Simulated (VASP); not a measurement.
**Eu (bcc): computed properties**

Method: r2SCAN meta-GGA, VASP's PBE PAW potentials (set 64) (plane waves; VASP).

| Property | Result |
|---|---|
| space group | Im-3m (229) |
| cell | a = 4.452 Å, b = 4.452 Å, c = 4.452 Å, α = 90.00°, β = 90.00°, γ = 90.00° |
| volume per atom | 44.13 Å^3/atom |
| band gap (over mesh and band path) | none (metal, semimetal or under 0.01 eV) |
| density | 5.72 g/cm³ |

Space group Im-3m (No. 229); a = b = c = 4.452 Å, α = β = γ = 90.00°

```tsv
atom	site	symmetry	x	y	z
Eu	2a	m-3m	0.0000	0.0000	0.0000
```
(The calculation used a cell of 1 atom; values per cell refer to that cell.)

Measured: a 4.582 Å at 293 K (computed value off by -2.8 %), as given by Wikipedia, Europium (infobox). The calculation is for a static lattice, while the measured a holds thermal and zero-point effects, which are part of the difference. The 4f electrons are frozen in the core of the lanthanide potential, so 4f levels, which can set the real gap, and their magnetism are missing.

The compound is Eu in the bcc structure. It was relaxed first, which changed the volume by -8 %. Symmetry was kept, so distortions that lower it aren't found.
